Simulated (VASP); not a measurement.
Input:

```
FeB
1.0
    2.46437     0.00000     0.00000
    0.00000     2.46437     0.00000
    0.00000     0.00000     2.46437
Fe B
1 1
Direct
  0.00000   0.00000   0.00000
  0.50000   0.50000   0.50000
```

Calculation: PBEsol GGA, VASP's PBE PAW potentials (set 64) (plane waves; VASP). Numerical set-up: 520 eV cut-off, Gaussian smearing of 0.050 eV, potentials Fe B.

Q: Give the energies of bands 1 to 8 at the high-symmetry points, in eV from the Fermi level.

A: 
```tsv
band	Γ	X	M	R
1	-13.60	-8.59	-7.91	-6.36
2	-3.62	-8.36	-4.00	-6.36
3	-3.62	-2.85	-4.00	-6.36
4	0.27	-2.07	-2.94	1.04
5	0.27	-2.07	-0.89	1.34
6	0.27	0.43	-0.89	1.34
7	4.24	1.83	1.27	6.41
8	4.24	8.99	4.99	6.41
```

It has no gap at this level: it comes out as a metal or semimetal.

The structure was generated: FeB was put into the CsCl type type (Pm-3m), which need not be its known phase. It was relaxed first, which changed the volume by -32 %. The run is not spin-polarised, so no magnetic state was tried. The electron count is odd and the run is not spin-polarised, which forces a metal.
